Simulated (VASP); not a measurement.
Wanted: the native input for a VASP 6.6.1 run.

| Item | Value |
| --- | --- |
| Task | single point |
| Functional | LDA |
| Potentials or basis | VASP PAW LDA potentials, release 64 (Na_pv, Br, Cl) |
| Cutoff | 520 eV |
| k mesh | 9 × 9 × 9 |
| Occupations | gaussian, width 0.05 eV |
| Spin | no spin polarisation |
| Dipole correction | no |
| Further INCAR settings | ALGO = Fast; EDIFF = 1e-07; NBANDS = 22 |

The structure of Na2BrCl lies in POSCAR:

```
Na2BrCl
1.0
    1.9888625555      1.1482703318      6.3033973186
   -1.9888625555      1.1482703318      6.3033973186
    0.0000000000     -2.2965406636      6.3033973186
Na Br Cl
2 1 1
Direct
    0.2545086910      0.2545086910      0.2545086910
    0.7454913090      0.7454913090      0.7454913090
    0.5000000000      0.5000000000      0.5000000000
    0.0000000000      0.0000000000      0.0000000000
```

The cell comes from a database or a generator and needn't be the stable form of this composition.

The cell isn't the ideal one: strain -0.0300 x Voigt [0, 0, 1, 0, 0, 0], atoms carried along.

These files were run (other wordings do the same):

INCAR

```
PREC     = Accurate       # precision mode
ENCUT    = 520            # plane-wave cutoff, eV
EDIFF    = 1E-7           # SCF threshold, eV
ISMEAR   = 0              # smearing method
SIGMA    = 0.05           # smearing width, eV
LREAL    = False          # projectors in reciprocal space
LASPH    = True           # aspherical terms in the spheres
NELM     = 100            # most SCF steps
ALGO     = Fast           # electronic algorithm
ISIF     = 2              # what is computed and relaxed
LWAVE    = False          # write WAVECAR
LCHARG   = False          # write CHGCAR
GGA      = CA             # functional
NBANDS   = 22             # bands
```

KPOINTS

```
Automatic mesh
0
Gamma
  9 9 9
```

Potentials or basis: VASP PAW LDA potentials, release 64 (Na_pv, Br, Cl).

Run with:

```bash
$ cat potpaw_LDA.64/Na_pv/POTCAR potpaw_LDA.64/Br/POTCAR potpaw_LDA.64/Cl/POTCAR > POTCAR
$ mpirun -np 1 vasp_std > vasp.out
```

It gave:

| Property | Result |
| --- | --- |
| Pressure | 1.0 GPa |
| Largest force | 0.015 eV/Å |
| Band gap on the k mesh | 4.36 eV, direct |

Caveat: an odd mesh through Γ misses points on the zone boundary, where band edges often lie.

Wall time 5.2 min on 1 thread of Intel(R) Xeon(R) Platinum 8488C (Sapphire Rapids) (shared host), peak memory 0.36 GiB.
